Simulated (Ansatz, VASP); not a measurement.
**Al3BP2: VASP beside Ansatz**

Contents of INCAR:

```
PREC     = Accurate       # precision mode
ENCUT    = 520            # plane-wave cutoff, eV
EDIFF    = 1E-6           # SCF threshold, eV
ISMEAR   = 0              # smearing method
SIGMA    = 0.1            # smearing width, eV
LREAL    = False          # projectors in reciprocal space
LASPH    = True           # aspherical terms in the spheres
NELM     = 100            # most SCF steps
ALGO     = Normal         # electronic algorithm
ISIF     = 2              # what is computed and relaxed
LWAVE    = False          # write WAVECAR
LCHARG   = True           # write CHGCAR
GGA      = PE             # functional
LELF     = True           # ELF
LVHAR    = True         
NBANDS   = 20             # bands
```

KPOINTS

```
regular mesh
0
Gamma
  6 6 6
```

POSCAR

```
Al3BP2
1.0
    2.5911007200      1.4959727000      4.1705365100
   -2.5911007200      1.4959727000      4.1705365100
    0.0000000000     -2.9919453900      4.1705365100
Al B P
3 1 2
Direct
    0.0000000000      0.5000000000      0.5000000000
    0.5000000000      0.5000000000      0.0000000000
    0.5000000000      0.0000000000      0.5000000000
    0.5000000000      0.5000000000      0.5000000000
    0.1235570000      0.1235570000      0.1235570000
    0.8764430000      0.8764430000      0.8764430000
```

Input for Ansatz:

```yaml
crystal:
  lattice:
    - [2.59110072, 1.4959727, 4.17053651]
    - [-2.59110072, 1.4959727, 4.17053651]
    - [0.0, -2.99194539, 4.17053651]
  atoms:
    - { symbol: Al, position: [0.0, 0.5, 0.5] }
    - { symbol: Al, position: [0.5, 0.5, 0.0] }
    - { symbol: Al, position: [0.5, 0.0, 0.5] }
    - { symbol: B, position: [0.5, 0.5, 0.5] }
    - { symbol: P, position: [0.123557, 0.123557, 0.123557] }
    - { symbol: P, position: [0.876443, 0.876443, 0.876443] }
basis:
  ecutwfc: 420
kpoints:
  mp_grid: { grid: [6, 6, 6] }
hamiltonian:
  xc: pbe
scf:
  occupations: { method: gaussian, width: 0.1 }
  lower_state_search: "off"
output:
  forces: true
  stress: true
  eigenvalues: true
```

Change from the starting cell: species swapped into the Eu2Al3Ag type (R-3m, No. 166).

Alike in both runs: task single point; functional PBE; k mesh 6 × 6 × 6; occupations gaussian, width 0.1 eV; no spin polarisation.

```csv
,VASP,Ansatz
version,VASP 6.6.1,Ansatz 0.2.0
potentials or method,"VASP PAW PBE potentials, release 64 (Al, B, P)","scalar-relativistic, plane waves, PAW"
plane-wave cutoff (eV),520,420
valence electrons in the cell,22,22
```

VASP gave:

| Property | Result |
| --- | --- |
| gap on the k mesh at the Fermi level (eV) | none |
| pressure (GPa) | -7.4 |
| largest component of the traceless stress (GPa) | 10.72 |
| rms of the force components (eV/Å) | 0.073 |

Question: Estimate Ansatz's values.

Answer: gap on the k mesh at the Fermi level (eV): none; pressure (GPa): -7.3; largest component of the traceless stress (GPa): 10.72; rms of the force components (eV/Å): 0.073.

Atom by atom the forces differ by 0.000 eV/Å (rms over components). A gap of «none» marks a metal or a gap that the smearing closes.
